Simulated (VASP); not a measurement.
# Cu: Cu into a neighbouring Cu vacancy, part 2 of 4

Wanted: the minimum-energy path in Cu for this move: Cu into a neighbouring Cu vacancy.

VASP 6.6.1; PBEsol; plane waves and PAW (Cu).

So far. Step 2 (Relax the host): The run ended after 3 ionic steps, 0.008 eV below its first step, once forces and stress met EDIFFG = -0.02.

## (3) Relax the start

System of this step: Cu. The cell holds 31 atoms: 31 Cu. Cell: a = 7.127 Å, b = 7.127 Å, c = 7.127 Å, α = 90.0°, β = 90.0°, γ = 90.0°. It derives from Cu. Nearest the centre at fractional (0.625, 0.125, 0.000): Cu1 at 1.28 Å, Cu2 at 2.17 Å, Cu12 at 2.18 Å, Cu8 at 2.21 Å, Cu23 at 2.21 Å, Cu3 at 2.80 Å, Cu4 at 2.81 Å, Cu5 at 2.82 Å.

A path needs two true minima; the start is relaxed with symmetry off.

File INCAR:

```
SYSTEM = Cu
PREC = Normal
ENCUT = 300
EDIFF = 1E-05
NELM = 120
ISMEAR = 1
SIGMA = 0.15
LREAL = Auto
ALGO = Fast
GGA = PS
NBANDS = 198
LASPH = .TRUE.
LORBIT = 11
LWAVE = .FALSE.
LCHARG = .FALSE.
KPAR = 6
IBRION = 2
NSW = 60
ISIF = 2
EDIFFG = -0.05
POTIM = 0.4
MAXMIX = 40
ISYM = 0
```

File POSCAR:

```
Cu
1.0
    7.1271071740      0.0000000000      0.0000000000
    0.0000000000      7.1271071740      0.0000000000
    0.0000000000      0.0000000000      7.1271071740
Cu
31
Direct
    0.7509697741      0.2523056147      0.0009272684
    0.7463430963      0.0025405984      0.2512526108
   -0.0015067915      0.0016307264      0.0010230585
    0.2508253910      0.2500797581      0.0015341792
    0.4979333716      0.4995428441     -0.0013529173
    0.7516804748      0.7501114677     -0.0008206885
    0.2478058181     -0.0007217297      0.2500228485
    0.4992266065      0.2536313859      0.2528250573
    0.7423919694      0.4946990744      0.2495095567
    0.4988152545      0.0005995223      0.5006098461
    0.7559430529      0.2468794611      0.4989403695
    0.7557324004      0.0018147699      0.7518606802
   -0.0014423983      0.4953751918      0.0004699375
    0.2503059140      0.7465558198     -0.0019172622
   -0.0002021681      0.2473488497      0.2497242360
    0.2502679433      0.5000998617      0.2485792506
    0.5016661685      0.7525007817      0.2509003605
   -0.0022961075      0.0020531536      0.4985928652
    0.2524670897      0.2469923634      0.5025661666
    0.4999436982      0.4964957763      0.4991191392
    0.7501518211      0.7507655037      0.4972437958
    0.2468925035      0.0005600716      0.7486902130
    0.5006608729      0.2521313543      0.7453731933
    0.7507138608      0.5034365892      0.7491650838
   -0.0022752979      0.7521109373      0.2507112185
    0.0025140160      0.4990312599      0.4958417399
    0.2496912892      0.7487489226      0.5021757041
    0.0005433701      0.2454235311      0.7466461481
    0.2524800779      0.5019075482      0.7482033570
    0.4999970569      0.7512503630      0.7513144305
    0.0024589000      0.7507197468      0.7497338939
```

File KPOINTS:

```
Automatic mesh
0
Monkhorst-Pack
3 3 3
0 0 0
```

The projector-augmented-wave data sets are Cu (PBE family, release 64).

On the command line:

```
mpirun -np 6 vasp_std
```

The log of the run:

```text
[banner, memory and clock lines left out]
running    6 mpi-ranks, on    1 nodes
 distrk:  each k-point on    1 cores,    6 groups
 distr:  one band on    1 cores,    1 groups

 POSCAR found type information on POSCAR Cu
 POSCAR found :  1 types and      31 ions
 [... a notice as in an earlier step ...]

 [... a notice as in an earlier step ...]

 LDA part: xc-table for (Slater+PW92), standard interpolation
 POSCAR, INCAR and KPOINTS ok, starting setup
 FFT: planning ... GRIDC
 FFT: planning ... GRID_SOFT
 FFT: planning ... GRID
 WAVECAR not read
 entering main loop
       N       E                     dE             d eps       ncg     rms          rms(c)
DAV:   1     0.306548029034E+04    0.30655E+04   -0.94657E+04  5552   0.201E+03
DAV:   2     0.352451319933E+03   -0.27130E+04   -0.26462E+04  5544   0.496E+02
DAV:   3    -0.135515158346E+03   -0.48797E+03   -0.44917E+03  5544   0.243E+02
DAV:   4    -0.164909003451E+03   -0.29394E+02   -0.28425E+02  5916   0.841E+01
DAV:   5    -0.165584289097E+03   -0.67529E+00   -0.67259E+00  6248   0.143E+01    0.467E+01
RMM:   6    -0.142151985536E+03    0.23432E+02   -0.36515E+02  5557   0.112E+02    0.230E+01
RMM:   7    -0.131870849789E+03    0.10281E+02   -0.74138E+01  5553   0.544E+01    0.391E+00
RMM:   8    -0.132024598894E+03   -0.15375E+00   -0.43764E+00  5623   0.645E+00    0.256E+00
RMM:   9    -0.131983232103E+03    0.41367E-01   -0.10019E+00  5636   0.458E+00    0.519E-01
RMM:  10    -0.131998447382E+03   -0.15215E-01   -0.30574E-01  6227   0.212E+00    0.297E-01
RMM:  11    -0.132001023778E+03   -0.25764E-02   -0.57198E-02  5958   0.743E-01    0.262E-01
RMM:  12    -0.132000745175E+03    0.27860E-03   -0.11762E-02  5829   0.437E-01    0.177E-01
RMM:  13    -0.132000616183E+03    0.12899E-03   -0.55734E-03  6659   0.204E-01    0.739E-02
RMM:  14    -0.132000635347E+03   -0.19164E-04   -0.75730E-04  5775   0.101E-01    0.318E-02
RMM:  15    -0.132000661421E+03   -0.26073E-04   -0.36811E-04  6248   0.575E-02    0.182E-02
RMM:  16    -0.132000656406E+03    0.50146E-05   -0.40371E-05  4017   0.308E-02
   1 F= -.13200066E+03 E0= -.13198445E+03  d E =-.132001E+03
 curvature:   0.00 expect dE= 0.000E+00 dE for cont linesearch  0.000E+00
 trial: gam= 0.00000 g(F)=  0.106E+00 g(S)=  0.000E+00 ort = 0.000E+00 (trialstep = 0.100E+01)
 search vector abs. value=  0.106E+00
 bond charge predicted
       N       E                     dE             d eps       ncg     rms          rms(c)
DAV:   1    -0.132047642192E+03   -0.46981E-01   -0.23389E+01  5888   0.119E+01    0.351E-01
RMM:   2    -0.132074666971E+03   -0.27025E-01   -0.29727E-01  5549   0.291E+00    0.283E-01
RMM:   3    -0.132089014737E+03   -0.14348E-01   -0.15543E-01  7807   0.132E+00    0.281E-01
RMM:   4    -0.132088675835E+03    0.33890E-03   -0.61984E-03  6817   0.242E-01    0.289E-01
RMM:   5    -0.132086595261E+03    0.20806E-02   -0.47461E-03  5585   0.328E-01    0.102E-01
RMM:   6    -0.132086682972E+03   -0.87711E-04   -0.24515E-03  5687   0.218E-01    0.778E-02
RMM:   7    -0.132086675433E+03    0.75394E-05   -0.76845E-04  6524   0.962E-02    0.507E-02
RMM:   8    -0.132086618576E+03    0.56857E-04   -0.95070E-05  5559   0.388E-02    0.286E-02
RMM:   9    -0.132086594517E+03    0.24059E-04   -0.73777E-05  4763   0.277E-02    0.144E-02
RMM:  10    -0.132086587632E+03    0.68855E-05   -0.27985E-05  3363   0.222E-02
   2 F= -.13208659E+03 E0= -.13207075E+03  d E =-.859312E-01
[...]
3 F= -.13214661E+03 E0= -.13213166E+03  d E =-.145952E+00
[...]
4 F= -.13214693E+03 E0= -.13213205E+03  d E =-.146275E+00
[...]
5 F= -.13215555E+03 E0= -.13214082E+03  d E =-.861830E-02
[...]
6 F= -.13215915E+03 E0= -.13214456E+03  d E =-.122152E-01
[...]
7 F= -.13215953E+03 E0= -.13214501E+03  d E =-.125951E-01
 curvature:  -1.69 expect dE=-0.178E-02 dE for cont linesearch -0.619E-05
 trial: gam= 0.15664 g(F)=  0.105E-02 g(S)=  0.000E+00 ort =-0.177E-03 (trialstep = 0.171E+01)
 search vector abs. value=  0.121E-02
 bond charge predicted
       N       E                     dE             d eps       ncg     rms          rms(c)
DAV:   1    -0.132159669056E+03   -0.14269E-03   -0.77843E-01  5786   0.216E+00    0.560E-02
RMM:   2    -0.132160510199E+03   -0.84114E-03   -0.86246E-03  5550   0.516E-01    0.690E-02
RMM:   3    -0.132160860532E+03   -0.35033E-03   -0.38679E-03  6757   0.218E-01    0.685E-02
RMM:   4    -0.132160906278E+03   -0.45746E-04   -0.56977E-04  6482   0.887E-02    0.693E-02
RMM:   5    -0.132160931795E+03   -0.25517E-04   -0.10536E-04  4376   0.294E-02    0.771E-02
RMM:   6    -0.132160847976E+03    0.83820E-04   -0.35677E-04  7802   0.706E-02    0.319E-02
RMM:   7    -0.132160847422E+03    0.55364E-06   -0.21112E-05  3224   0.184E-02
   8 F= -.13216085E+03 E0= -.13214631E+03  d E =-.132047E-02
 trial-energy change:   -0.001320  1 .order   -0.001289   -0.001760   -0.000818
 step:   3.2040(harm=  3.2040)  dis= 0.00596  next Energy=  -132.161171 (dE=-0.164E-02)
 reached required accuracy - stopping structural energy minimisation
```

Elapsed: 4.5 min, on 6 MPI ranks of Intel Xeon 6975P-C (Granite Rapids), shared host; peak memory 2.4 GiB; 26 min of CPU time.

Parts of OUTCAR (step 3):

```text
 Found     14 irreducible k-points:

   k-points           NKPTS =     14   k-points in BZ     NKDIM =     14   number of bands    NBANDS=    198

   dimension x,y,z NGX =    30 NGY =   30 NGZ =   30
   dimension x,y,z NGXF=    60 NGYF=   60 NGZF=   60

   ENCUT  =  300.0 eV  22.05 Ry    4.70 a.u.  10.07 10.07 10.07*2*pi/ulx,y,z

   NELECT =     341.0000    total number of electrons

 E-fermi :   7.5693

 k-point     1 :       0.0000    0.0000    0.0000
  band No.  band energies     occupation
    ...
    173       7.2946      2.02650
    174       7.2948      2.02662
    175       7.4360      2.01870
    176       7.4373      2.01551
    177       7.4381      2.01344
    178       7.6450      0.25483
    179       9.2412     -0.00000
    180       9.2418     -0.00000
    181       9.2425     -0.00000
    182      11.4959      0.00000
    ...

 k-point     2 :       0.3333    0.0000    0.0000
  band No.  band energies     occupation
    ...
    170       7.0315      2.00000
    171       7.1423      2.00043
    172       7.2840      2.02164
    173       7.3462      2.05642
    174       7.3464      2.05654
    175       7.6359      0.32450
    176       8.9088     -0.00000
    177       8.9091     -0.00000
    178       8.9124     -0.00000
    179       9.2242     -0.00000
    ...

  Total       -8.9362815     -8.9262783     -8.9476448      0.0050855     -0.0019580     -0.0075642
  in kB      -39.5482760    -39.5040059    -39.5985653      0.0225063     -0.0086651     -0.0334760
  external PRESSURE =     -39.5502824 kB  Pullay stress =       0.0000000 kB

  energy-cutoff  :      300.00
  volume of cell :      362.03
      direct lattice vectors                 reciprocal lattice vectors
     7.127107174  0.000000000  0.000000000     0.140309382  0.000000000  0.000000000
     0.000000000  7.127107174  0.000000000     0.000000000  0.140309382  0.000000000
     0.000000000  0.000000000  7.127107174     0.000000000  0.000000000  0.140309382

 POSITION                                       TOTAL-FORCE (eV/Angst)
 -----------------------------------------------------------------------------------
      5.31828      1.76175      7.12347         0.015041     -0.003540      0.001158
      5.31523      0.00484      1.75289         0.023863     -0.016248      0.013963
      7.12582      0.00194      0.00063         0.007173     -0.007495     -0.006155
      1.81068      1.75658      7.12384        -0.024001      0.009429      0.004219
      3.56378      3.56485      7.12046        -0.000830     -0.011003      0.009171
      5.32494      5.36469      7.12655         0.005334      0.004033     -0.005388
      1.80534      7.12140      1.75694        -0.006957      0.015869      0.004193
      3.55755      1.76068      1.76108         0.020935      0.002176      0.001128
      5.33199      3.55834      1.77176         0.010709      0.009066      0.001902
      3.56524      7.12637      3.56628        -0.005013     -0.003270     -0.018852
      5.34035      1.77204      3.56167        -0.009386      0.001183     -0.002265
      5.33067      7.12606      5.36846        -0.026060     -0.000694     -0.013724
      7.12705      3.55789      7.12690         0.004085      0.004088     -0.008104
      1.79909      5.36449      7.12447         0.007499      0.002524      0.003622
      0.00196      1.77097      1.76957        -0.000629      0.001337      0.006525
      1.79240      3.56461      1.77037        -0.006981     -0.006785      0.003226
      3.56331      5.36717      1.75440         0.003962     -0.001701      0.010805
      7.12590      7.12203      3.55829         0.006941      0.016849      0.002764
      1.78888      1.76979      3.56221         0.000882      0.007085     -0.003365
      3.56358      3.56653      3.56455         0.003104     -0.013257     -0.005227
      5.33612      5.35586      3.55836        -0.003844     -0.007913      0.008415
      1.80282      7.12609      5.36863        -0.002518     -0.001268     -0.016215
      3.56673      1.75849      5.36264        -0.003522      0.002806     -0.001245
      5.34218      3.56711      5.34762        -0.018788     -0.015490      0.008558
      7.12080      5.35094      1.76915         0.021080      0.011853      0.005663
      0.00211      3.56389      3.55503        -0.003612     -0.004900      0.016928
      1.79191      5.35346      3.56204        -0.004562      0.004804     -0.001772
      0.00212      1.77328      5.35151        -0.003211     -0.000443     -0.003909
      1.79147      3.56255      5.34955        -0.009097     -0.003034      0.007160
      3.56491      5.37148      5.37173         0.001598     -0.004814     -0.021539
      0.00191      5.35055      5.35179        -0.003192      0.008754     -0.001639
 -----------------------------------------------------------------------------------
    total drift:                                0.004912     -0.012295     -0.034301

  FREE ENERGIE OF THE ION-ELECTRON SYSTEM (eV)
  ---------------------------------------------------
  free  energy   TOTEN  =      -132.1608474220 eV

  energy  without entropy=     -132.1172325165  energy(sigma->0) =     -132.14630912

 total charge
# of ion       s       p       d       tot
------------------------------------------
    1        0.467   0.392   9.174  10.033
    2        0.467   0.391   9.174  10.032
    3        0.474   0.424   9.167  10.065
    4        0.467   0.391   9.174  10.032
    5        0.474   0.424   9.167  10.065
    6        0.468   0.392   9.174  10.034
    7        0.467   0.391   9.174  10.032
    8        0.467   0.392   9.174  10.034
    9        0.461   0.410   9.172  10.042
   10        0.474   0.424   9.167  10.064
   11        0.461   0.409   9.172  10.041
   12        0.467   0.392   9.174  10.033
   13        0.465   0.397   9.181  10.043
   14        0.468   0.392   9.174  10.034
   15        0.461   0.409   9.172  10.042
   16        0.461   0.410   9.172  10.042
   17        0.467   0.392   9.174  10.033
   18        0.465   0.396   9.181  10.043
   19        0.461   0.409   9.172  10.041
   20        0.465   0.397   9.181  10.043
   21        0.461   0.409   9.172  10.042
   22        0.467   0.392   9.174  10.033
   23        0.467   0.392   9.174  10.033
   24        0.461   0.409   9.172  10.042
   25        0.461   0.409   9.172  10.042
   26        0.457   0.402   9.180  10.040
   27        0.461   0.409   9.172  10.042
   28        0.461   0.409   9.172  10.042
   29        0.461   0.409   9.172  10.042
   30        0.467   0.391   9.174  10.032
   31        0.461   0.410   9.172  10.042
--------------------------------------------------
tot         14.410  12.476 284.373 311.258

[... 1 part as in an earlier step ...]

[... 7 further parts left out ...]
```

Relaxation path:

| step | energy less that of the first step (eV) | largest force (eV/Å) |
| --- | --- | --- |
| 1 | 0.0000 | 0.4930 |
| 2 | -0.0859 | 0.3142 |
| 3 | -0.1460 | 0.1401 |
| 4 | -0.1463 | 0.1531 |
| 5 | -0.1549 | 0.0879 |
| 6 | -0.1585 | 0.0549 |
| 7 | -0.1589 | 0.0513 |
| 8 | -0.1602 | 0.0321 |

The atoms that moved most (Å):

| atom | dx | dy | dz | length |
| --- | --- | --- | --- | --- |
| Cu23 | -0.002 | -0.038 | 0.050 | 0.063 |
| Cu8 | 0.000 | -0.047 | -0.041 | 0.062 |
| Cu12 | -0.056 | -0.014 | 0.010 | 0.058 |
| Cu22 | 0.043 | -0.005 | 0.033 | 0.054 |
| Cu9 | 0.041 | 0.033 | -0.007 | 0.053 |
| Cu1 | -0.034 | -0.036 | -0.010 | 0.051 |
| Cu11 | -0.047 | 0.013 | 0.006 | 0.049 |
| Cu14 | 0.015 | 0.044 | 0.011 | 0.048 |

Final coordinates:

```xyz
31
Lattice="7.1271 0.0000 0.0000 0.0000 7.1271 0.0000 0.0000 0.0000 7.1271" Properties=species:S:1:pos:R:3 pbc="T T T"
Cu    5.3183    1.7617   -0.0036
Cu    5.3152    0.0048    1.7529
Cu   -0.0013    0.0019    0.0006
Cu    1.8107    1.7566   -0.0033
Cu    3.5638    3.5649   -0.0067
Cu    5.3249    5.3647   -0.0006
Cu    1.8053   -0.0057    1.7569
Cu    3.5575    1.7607    1.7611
Cu    5.3320    3.5583    1.7718
Cu    3.5652   -0.0007    3.5663
Cu    5.3403    1.7720    3.5617
Cu    5.3307   -0.0010    5.3685
Cu   -0.0001    3.5579   -0.0002
Cu    1.7991    5.3645   -0.0026
Cu    0.0020    1.7710    1.7696
Cu    1.7924    3.5646    1.7704
Cu    3.5633    5.3672    1.7544
Cu   -0.0012   -0.0051    3.5583
Cu    1.7889    1.7698    3.5622
Cu    3.5636    3.5665    3.5646
Cu    5.3361    5.3559    3.5584
Cu    1.8028   -0.0010    5.3686
Cu    3.5667    1.7585    5.3626
Cu    5.3422    3.5671    5.3476
Cu   -0.0063    5.3509    1.7692
Cu    0.0021    3.5639    3.5550
Cu    1.7919    5.3535    3.5620
Cu    0.0021    1.7733    5.3515
Cu    1.7915    3.5626    5.3496
Cu    3.5649    5.3715    5.3717
Cu    0.0019    5.3506    5.3518
```

This step gave:

* electronic cycles: 83
* electrons: 341
* free energy (TOTEN): -132.1608 eV
* energy at zero smearing: -132.1463 eV
* Fermi energy: 7.569 eV

The run ended after 8 ionic steps, 0.160 eV below its first step, once the forces on the free atoms met EDIFFG = -0.05.

[end of part 2 of 4]

[Lines on the potential files, build, host, timing and source positions are cut from VASP's logs without a mark.]

[Logs are printed without paths, hosts, clocks, repeated set-up lines and the standing remarks that a program may print on its own settings, such as how far it seeks lower states.]

[Hosts, paths, dates, database ids (printed as entryN), source tags and the programs' standing remarks are cut or masked in the printed files.]

[Runs that stopped without an error message from VASP are left out.]
